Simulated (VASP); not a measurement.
# N on Ru(0001): which site?, part 3 of 6

Where does N sit on Ru(0001), and how strongly does it bind?

VASP 6.6.1, plane waves and PAW; the level of theory is named at each step.

So far. Step 3 (The bulk reference, job self-consistent run, k-mesh …): The run ends at a pressure of 0.07 GPa. Step 4 (Relaxing the slab): The run ended after 10 ionic steps, 0.273 eV below its first step, once the forces on the free atoms met EDIFFG = -0.03.

## (5) Vacuum level and density of states

Level of this step: RPBE; plane waves and PAW (Ru) (VASP).

A static run writes the electrostatic potential without exchange and correlation (LVHAR), which is flat in the vacuum and gives the level to count from. The dipole correction cancels the field that unlike faces would set up across the vacuum.

Input file INCAR:

```
SYSTEM = Ru
PREC = Normal
ENCUT = 440
EDIFF = 1E-06
NELM = 120
ISMEAR = 1
SIGMA = 0.15
LREAL = Auto
ALGO = Fast
GGA = RP
NBANDS = 60
LASPH = .TRUE.
LORBIT = 11
LWAVE = .FALSE.
LCHARG = .FALSE.
KPAR = 4
IDIPOL = 3
LDIPOL = .TRUE.
DIPOL = 0.5 0.5 0.496
LVHAR = .TRUE.
LVACPOTAV = .TRUE.
NEDOS = 1500
```

Input file POSCAR:

```
Ru
1.0
    5.4587389580      0.0000000000      0.0000000000
    2.7293694790      4.7274066103      0.0000000000
    0.0000000000      0.0000000000     19.2935003939
Ru
12
Selective dynamics
Direct
    0.0000000000      0.0000000000      0.3887319500  F F F
    0.5000000000      0.0000000000      0.3887319500  F F F
    0.0000000000      0.5000000000      0.3887319500  F F F
    0.5000000000      0.5000000000      0.3887319500  F F F
    0.8333333300      0.3333333300      0.4962060126  T T T
    0.3333333300      0.3333333300      0.4962060126  T T T
    0.8333333300      0.8333333300      0.4962060126  T T T
    0.3333333300      0.8333333300      0.4962060126  T T T
    0.0000000000      0.0000000000      0.6035958355  T T T
    0.5000000000      0.0000000000      0.6035958355  T T T
    0.0000000000      0.5000000000      0.6035958355  T T T
    0.5000000000      0.5000000000      0.6035958355  T T T
```

Input file KPOINTS:

```
Automatic mesh
0
Gamma
6 6 1
0 0 0
```

PAW data sets: Ru (PBE family, release 64).

Run with:

```sh
> mpirun -np 4 vasp_std
```

The program printed:

```text
[... set-up lines as in an earlier step ...]
 entering main loop
       N       E                     dE             d eps       ncg     rms          rms(c)
DAV:   1     0.550085604729E+03    0.55009E+03   -0.36858E+04   840   0.116E+03
DAV:   2    -0.534432807687E+02   -0.60353E+03   -0.56000E+03   944   0.262E+02
DAV:   3    -0.100721835374E+03   -0.47279E+02   -0.44780E+02  1252   0.635E+01
DAV:   4    -0.103279016833E+03   -0.25572E+01   -0.24858E+01  1136   0.143E+01
DAV:   5    -0.103412566958E+03   -0.13355E+00   -0.13173E+00  1360   0.323E+00    0.353E+01
RMM:   6    -0.971617207021E+02    0.62508E+01   -0.16014E+01   849   0.169E+01    0.128E+01
RMM:   7    -0.100655031458E+03   -0.34933E+01   -0.23417E+01   982   0.151E+01    0.165E+01
RMM:   8    -0.958006193798E+02    0.48544E+01   -0.98388E+00   886   0.102E+01    0.174E+00
RMM:   9    -0.961181971485E+02   -0.31758E+00   -0.26726E+00  1153   0.356E+00    0.289E+00
RMM:  10    -0.959977650204E+02    0.12043E+00   -0.39298E-01  1120   0.164E+00    0.138E+00
RMM:  11    -0.959531631318E+02    0.44602E-01   -0.14770E-01   983   0.118E+00    0.791E-01
RMM:  12    -0.959505100280E+02    0.26531E-02   -0.10621E-01  1022   0.100E+00    0.712E-01
RMM:  13    -0.959379897178E+02    0.12520E-01   -0.21830E-02  1078   0.431E-01    0.426E-01
RMM:  14    -0.959312811070E+02    0.67086E-02   -0.21801E-02  1059   0.327E-01    0.140E-01
RMM:  15    -0.959292278458E+02    0.20533E-02   -0.98074E-03  1156   0.219E-01    0.685E-02
RMM:  16    -0.959277360568E+02    0.14918E-02   -0.26092E-03  1241   0.103E-01    0.567E-02
RMM:  17    -0.959276943332E+02    0.41724E-04   -0.52551E-04  1186   0.459E-02    0.438E-02
RMM:  18    -0.959277385016E+02   -0.44168E-04   -0.39606E-04  1014   0.516E-02    0.111E-02
RMM:  19    -0.959278511094E+02   -0.11261E-03   -0.13845E-04  1148   0.265E-02    0.122E-02
RMM:  20    -0.959279109381E+02   -0.59829E-04   -0.30205E-05  1025   0.111E-02    0.766E-03
RMM:  21    -0.959280102730E+02   -0.99335E-04   -0.12854E-05   836   0.696E-03    0.369E-03
RMM:  22    -0.959281161467E+02   -0.10587E-03   -0.99593E-06   714   0.553E-03    0.174E-03
RMM:  23    -0.959281445811E+02   -0.28434E-04   -0.63919E-06   748   0.492E-03    0.233E-03
RMM:  24    -0.959281526675E+02   -0.80863E-05   -0.12530E-06   608   0.263E-03    0.124E-03
RMM:  25    -0.959281535232E+02   -0.85572E-06   -0.40934E-07   471   0.159E-03
 -----------------------------------------------------------------------------
|                                                                             |
|           W    W    AA    RRRRR   N    N  II  N    N   GGGG   !!!           |
|           W    W   A  A   R    R  NN   N  II  NN   N  G    G  !!!           |
|           W    W  A    A  R    R  N N  N  II  N N  N  G       !!!           |
|           W WW W  AAAAAA  RRRRR   N  N N  II  N  N N  G  GGG   !            |
|           WW  WW  A    A  R   R   N   NN  II  N   NN  G    G                |
|           W    W  A    A  R    R  N    N  II  N    N   GGGG   !!!           |
|                                                                             |
|     Did not find any points to average over, which means that no vacuum     |
|     field-free region was found. Please increase the size of  your cell     |
|     in the dimension of the dipole correction to obtain accurate            |
|     workfunction values.                                                    |
|                                                                             |
 -----------------------------------------------------------------------------

   1 F= -.95928154E+02 E0= -.95934520E+02  d E =0.191006E-01
```

Elapsed: 50 s, on 4 MPI ranks of AMD EPYC 7R43, shared host; peak memory 1.2 GiB; 3.2 min of CPU time.

OUTCAR, selected parts (step 5):

```text
   NELECT =      96.0000    total number of electrons

 dipolmoment           0.000000      0.000000     -0.000174 electrons x Angstroem

 E-fermi :   1.0544

 k-point     1 :       0.0000    0.0000    0.0000
  band No.  band energies     occupation
    ...
     40       0.2499      2.00000
     41       0.6783      2.00224
     42       0.8254      2.05291
     43       0.8254      2.05291
     44       0.8254      2.05291
     45       1.4231     -0.00279
     46       1.4231     -0.00279
     47       1.4231     -0.00279
     48       1.5132     -0.00013
     49       1.5132     -0.00013
    ...

  Total      -11.1691698    -11.1691698     -0.2140164     -0.0000000      0.0000000      0.0000000
  in kB      -35.9422419    -35.9422419     -0.6887019     -0.0000000      0.0000000      0.0000000
  external PRESSURE =     -24.1910619 kB  Pullay stress =       0.0000000 kB

 POSITION                                       TOTAL-FORCE (eV/Angst)
 -----------------------------------------------------------------------------------
      0.00000      0.00000      7.50000         0.000000      0.000000     -0.001107
      2.72937      0.00000      7.50000        -0.000000     -0.000000     -0.001107
      1.36468      2.36370      7.50000        -0.000000     -0.000000     -0.001107
      4.09405      2.36370      7.50000        -0.000000     -0.000000     -0.001107
      5.45874      1.57580      9.57355        -0.000000      0.000000      0.004203
      2.72937      1.57580      9.57355         0.000000     -0.000000      0.004203
      6.82342      3.93951      9.57355         0.000000      0.000000      0.004203
      4.09405      3.93951      9.57355         0.000000     -0.000000      0.004203
      0.00000      0.00000     11.64548        -0.000000     -0.000000     -0.003096
      2.72937      0.00000     11.64548        -0.000000     -0.000000     -0.003096
      1.36468      2.36370     11.64548        -0.000000      0.000000     -0.003096
      4.09405      2.36370     11.64548        -0.000000     -0.000000     -0.003096
 -----------------------------------------------------------------------------------
    total drift:                                0.000005      0.000003     -0.089022

  FREE ENERGIE OF THE ION-ELECTRON SYSTEM (eV)
  ---------------------------------------------------
  free  energy   TOTEN  =       -95.9281535232 eV

  energy  without entropy=      -95.9472540788  energy(sigma->0) =      -95.93452038

 vacuum level on the upper side and lower side of the slab         5.822         5.823

[... 7 parts as in an earlier step ...]

[... 10 further parts left out ...]
```

Numbers from this step:

```yaml
electronic_steps: 25
dipole_moment: 0, 0, -1.74e-4 e·Å
vacuum_levels: 5.822, 5.823 eV
work_functions_of_the_upper_and_lower_face: 4.768, 4.769 eV
```

Zero at the Fermi level. Planar average of the electrostatic potential against height:

```csv
height (Å),planar average of the electrostatic potential (eV)
0.0,4.77
0.5,4.77
1.0,4.77
1.5,4.77
2.0,4.77
2.5,4.77
3.0,4.77
3.5,4.77
4.0,4.76
4.5,4.73
5.0,4.64
5.5,4.35
6.0,3.33
6.5,-0.522
7.0,-13.6
7.5,-21.3
8.0,-13.9
8.5,-2.93
9.0,-12.4
9.5,-21.7
10.0,-16.3
10.5,-3.69
11.0,-9.93
11.5,-20.6
12.0,-17.1
12.5,-3.62
13.0,2.73
13.5,4.17
14.0,4.59
14.5,4.71
15.0,4.75
15.5,4.76
16.0,4.77
16.5,4.77
17.0,4.77
17.5,4.77
18.0,4.77
18.5,4.77
19.0,4.77
```

Density of states in the PAW spheres, an atom over height of the layer and energy from the Fermi level.

Ten even steps from '_' (0.00 states/eV) to '@' (2.37 states/eV), each cell a mean:
```
%%**%%
======
--..--
##::##
##--##
++--++
@@++@@
@@##@@
++++++
======
======
##@@##
::--::
--++--
++%%++
==@@==
::##::
__..__
______
______
______
______
```
Columns: height of the layer (Å) from 7.5 to 11.6; rows upwards: energy from the Fermi level (eV) from -7.9 to 0.5.

The map of layer states is cut here 0.5 eV above the Fermi level, so it leaves out the states above that.

The vacuum level lies 4.77 eV above the Fermi level at the upper face; both faces agree, as the slab has next to no dipole.

The program found no field-free point at its default tolerance, but its printed level agrees with the flat part of the planar average.

On this mesh the fine structure of the density of states is sampling noise, and high empty states may be cut by the number of bands.

## (6) Relaxing the adsorbate, site ontop

This step: RPBE, no spin polarisation; plane waves and PAW (Ru, N) (VASP 6.6.1).

System of this step: Ru12N (Ru(0001)). The cell holds 13 atoms: 12 Ru and 1 N. Its edges and angles: a = 5.459 Å, b = 5.459 Å, c = 19.294 Å, α = 90.0°, β = 90.0°, γ = 60.0°. It derives from Ru. N over the ontop site of Ru(0001). Vacuum lies along c.

The adsorbate starts over a high-symmetry site, and it relaxes with the upper layers within that symmetry.

Input file INCAR:

```
SYSTEM = Ru12N
PREC = Normal
ENCUT = 440
EDIFF = 1E-05
NELM = 120
ISMEAR = 1
SIGMA = 0.15
LREAL = Auto
ALGO = Fast
GGA = RP
NBANDS = 63
LASPH = .TRUE.
LORBIT = 11
LWAVE = .FALSE.
LCHARG = .FALSE.
KPAR = 4
IBRION = 2
NSW = 50
ISIF = 2
EDIFFG = -0.03
POTIM = 0.4
MAXMIX = 40
IDIPOL = 3
LDIPOL = .TRUE.
DIPOL = 0.5 0.5 0.512
```

Input file POSCAR:

```
Ru12N
1.0
    5.4587389580      0.0000000000      0.0000000000
    2.7293694790      4.7274066103      0.0000000000
    0.0000000000      0.0000000000     19.2935003939
Ru N
12 1
Selective dynamics
Direct
    0.0000000000      0.0000000000      0.3887319500  F F F
    0.5000000000      0.0000000000      0.3887319500  F F F
    0.0000000000      0.5000000000      0.3887319500  F F F
    0.5000000000      0.5000000000      0.3887319500  F F F
    0.8333333300      0.3333333300      0.4962060100  T T T
    0.3333333300      0.3333333300      0.4962060100  T T T
    0.8333333300      0.8333333300      0.4962060100  T T T
    0.3333333300      0.8333333300      0.4962060100  T T T
    0.0000000000      0.0000000000      0.6035958400  T T T
    0.5000000000      0.0000000000      0.6035958400  T T T
    0.0000000000      0.5000000000      0.6035958400  T T T
    0.5000000000      0.5000000000      0.6035958400  T T T
    0.0000000000      0.0000000000      0.7020746000  T T T
```

KPOINTS is that of step 5.

Potentials, in the order of the species: Ru and N (PBE family, release 64).

Run with:

```sh
> mpirun -np 4 vasp_std
```

The program printed:

```text
[banner, memory and clock lines left out]
running    4 mpi-ranks, on    1 nodes
[...]
[... a notice as in an earlier step ...]

 LDA part: xc-table for (Slater+PW92), standard interpolation
 POSCAR, INCAR and KPOINTS ok, starting setup
[...]
entering main loop
       N       E                     dE             d eps       ncg     rms          rms(c)
DAV:   1     0.593706974855E+03    0.59371E+03   -0.39120E+04   882   0.117E+03
DAV:   2    -0.508106490723E+02   -0.64452E+03   -0.60735E+03   977   0.267E+02
DAV:   3    -0.107641074650E+03   -0.56830E+02   -0.53762E+02  1390   0.672E+01
DAV:   4    -0.111133887081E+03   -0.34928E+01   -0.33734E+01  1204   0.157E+01
[...]
RMM:  28    -0.102050737693E+03   -0.11962E-04   -0.28186E-06   424   0.501E-03    0.261E-03
RMM:  29    -0.102050750390E+03   -0.12698E-04   -0.13742E-06   357   0.403E-03    0.110E-03
RMM:  30    -0.102050756303E+03   -0.59129E-05   -0.61644E-07   286   0.333E-03
   1 F= -.10205076E+03 E0= -.10204455E+03  d E =-.102051E+03
[... from here on, the cycles between the ionic steps are left out ...]
   2 F= -.10232585E+03 E0= -.10232439E+03  d E =-.275096E+00
   5 F= -.10269775E+03 E0= -.10269413E+03  d E =-.646989E+00
   9 F= -.10281369E+03 E0= -.10281094E+03  d E =-.337977E-01
  13 F= -.10284106E+03 E0= -.10283731E+03  d E =-.558041E-02
  17 F= -.10285859E+03 E0= -.10285569E+03  d E =-.220408E-02
  21 F= -.10287515E+03 E0= -.10287147E+03  d E =-.581114E-02
  25 F= -.10287705E+03 E0= -.10287334E+03  d E =-.276944E-03
  29 F= -.10287748E+03 E0= -.10287378E+03  d E =-.356569E-03
  33 F= -.10287796E+03 E0= -.10287426E+03  d E =-.844226E-03
  37 F= -.10287801E+03 E0= -.10287425E+03  d E =-.413830E-04
  41 F= -.10287810E+03 E0= -.10287436E+03  d E =-.134192E-03
  45 F= -.10287836E+03 E0= -.10287453E+03  d E =-.862145E-04
  49 F= -.10287846E+03 E0= -.10287459E+03  d E =-.187383E-04
  50 F= -.10287844E+03 E0= -.10287454E+03  d E =0.106184E-04
[...]
opt :   0.3102  next Energy=  -102.878468 (dE=-0.224E-04)
```

Run time: 15 min. Hardware: 4 MPI ranks; peak memory 1.5 GiB.

From OUTCAR (step 6):

```text
 dipolmoment           0.000000      0.000000      0.108037 electrons x Angstroem

 k-point     1 :       0.0000    0.0000    0.0000
  band No.  band energies     occupation
    ...
     42       0.2315      2.00000
     43       0.3470      2.00000
     44       0.3471      2.00000
     45       0.7197      2.04732
     46       0.9202      1.41016
     47       1.1021     -0.04143
     48       1.1021     -0.04145
     49       1.2455     -0.02065
     50       1.2455     -0.02065
     51       1.8534     -0.00000
    ...

  Total       -9.9097568     -9.9097568     -0.0523684     -0.0000000     -0.0000000     -0.0000000
  in kB      -31.8894674    -31.8894674     -0.1685209     -0.0000000     -0.0000000     -0.0000000
  external PRESSURE =     -21.3158186 kB  Pullay stress =       0.0000000 kB

 POSITION                                       TOTAL-FORCE (eV/Angst)
 -----------------------------------------------------------------------------------
      0.00000      0.00000      7.50000         0.000000      0.000000      0.085921
      2.72937      0.00000      7.50000         0.000000     -0.050482     -0.028498
      1.36468      2.36370      7.50000        -0.043719      0.025241     -0.028498
      4.09405      2.36370      7.50000         0.043719      0.025241     -0.028498
      5.45874      1.55405      9.55340         0.000000     -0.000390     -0.000017
      2.72937      1.57580      9.54963         0.000000      0.000000     -0.014534
      6.84226      3.95038      9.55340         0.000337      0.000195     -0.000017
      4.07522      3.95038      9.55340        -0.000337      0.000195     -0.000017
      2.72937      4.72741     12.08582         0.000000      0.000000     -0.064225
      2.72937      0.03797     11.62709         0.000000      0.002998      0.019754
      1.39757      2.34472     11.62709         0.002597     -0.001499      0.019754
      4.06117      2.34472     11.62709        -0.002597     -0.001499      0.019754
      2.72937      4.72741     13.73725         0.000000      0.000000      0.019123
 -----------------------------------------------------------------------------------
    total drift:                                0.000173      0.000100     -0.087520

  FREE ENERGIE OF THE ION-ELECTRON SYSTEM (eV)
  ---------------------------------------------------
  free  energy   TOTEN  =      -102.8784351274 eV

  energy  without entropy=     -102.8667591305  energy(sigma->0) =     -102.87454313

 vacuum level on the upper side and lower side of the slab         6.170         5.417

[... 6 parts as in an earlier step ...]

[... 13 further parts left out ...]
[key lines of the parts left out:]
E-fermi :   0.9578
```

The steps of the relaxation (22 of 50):

```
step  energy less that of the first step (eV)  largest force (eV/Å)
   1                                   0.0000                4.9198
   3                                  -0.6465                0.7055
   6                                  -0.6793                0.6878
   8                                  -0.7571                0.7452
  10                                  -0.7743                0.9022
  13                                  -0.7903                0.2828
  15                                  -0.8042                0.3049
  17                                  -0.8078                0.3323
  20                                  -0.8233                0.0881
  22                                  -0.8255                0.0811
  24                                  -0.8260                0.0992
  27                                  -0.8268                0.0944
  29                                  -0.8267                0.1452
  31                                  -0.8272                0.1068
  34                                  -0.8272                0.0994
  36                                  -0.8273                0.0911
  38                                  -0.8273                0.0990
  41                                  -0.8273                0.0989
  43                                  -0.8275                0.0874
  45                                  -0.8276                0.0750
  48                                  -0.8277                0.0422
  50                                  -0.8277                0.0642
```

The atoms that moved most (Å):

```csv
atom,dx,dy,dz,length
Ru9,0.000,0.000,0.440,0.440
N13,0.000,0.000,0.192,0.192
Ru11,0.033,-0.019,-0.018,0.042
Ru12,-0.033,-0.019,-0.018,0.042
Ru10,0.000,0.038,-0.018,0.042
Ru5,0.000,-0.022,-0.020,0.030
Ru8,-0.019,0.011,-0.020,0.030
Ru7,0.019,0.011,-0.020,0.030
```

Final coordinates:

```xyz
13
Lattice="5.4587 0.0000 0.0000 2.7294 4.7274 0.0000 0.0000 0.0000 19.2935" Properties=species:S:1:pos:R:3
Ru    0.0000    0.0000    7.5000
Ru    2.7294    0.0000    7.5000
Ru    1.3647    2.3637    7.5000
Ru    4.0941    2.3637    7.5000
Ru    5.4587    1.5541    9.5534
Ru    2.7294    1.5758    9.5496
Ru    6.8423    3.9504    9.5534
Ru    4.0752    3.9504    9.5534
Ru    0.0000    0.0000   12.0858
Ru    2.7294    0.0380   11.6271
Ru    1.3976    2.3447   11.6271
Ru    4.0612    2.3447   11.6271
N     0.0000    0.0000   13.7372
```

The run used up its steps with a largest force of 0.06 eV/Å at its last finished step, so it is continued.

(Part 3 of 6 ends here.)

[Lines on the potential files, build, host, timing and source positions are cut from VASP's logs without a mark.]

[Logs are printed without paths, hosts, clocks, repeated set-up lines and the standing remarks that a program may print on its own settings, such as how far it seeks lower states.]

[Hosts, paths, dates, database ids (printed as entryN), source tags and the programs' standing remarks are cut or masked in the printed files.]

[Runs that stopped without an error message from VASP are left out.]
